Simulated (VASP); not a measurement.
Here is the system:

```yaml
crystal:
  lattice:
    - [0.00000, 2.85248, 8.24118]
    - [1.44352, 0.00000, 8.24118]
    - [1.44352, 2.85248, 0.00000]
  atoms:
    - { symbol: Cd, position: [0.00000, 0.00000, 0.00000] }
    - { symbol: Hg, position: [0.33429, 0.33429, 0.66571] }
    - { symbol: Hg, position: [0.66571, 0.66571, 0.33429] }
```

Computed with PBEsol GGA, VASP's PBE PAW potentials (set 64) (plane waves; VASP). Numerical set-up: 400 eV cut-off, 13×13×13 Γ-centred mesh, tetrahedra with Blöchl corrections, potentials Cd Hg.

The cores are frozen, which limits the accuracy of field gradients.

### Question
Give the principal components of the electric field gradient (V/Å²) and the asymmetry η at each nucleus.

### Answer

| atom | Vxx | Vyy | Vzz | η |
|---|---|---|---|---|
| Cd1 | 47.4 | 45.6 | -93.1 | 0.02 |
| Hg2 | 156.2 | 49.0 | -205.1 | 0.52 |
| Hg3 | 156.2 | 49.0 | -205.1 | 0.52 |

The structure comes from a computed database's CdHg2 entry (Fmmm); how it stands against other phases isn't given here. It was relaxed first, which changed the volume by -18 %.
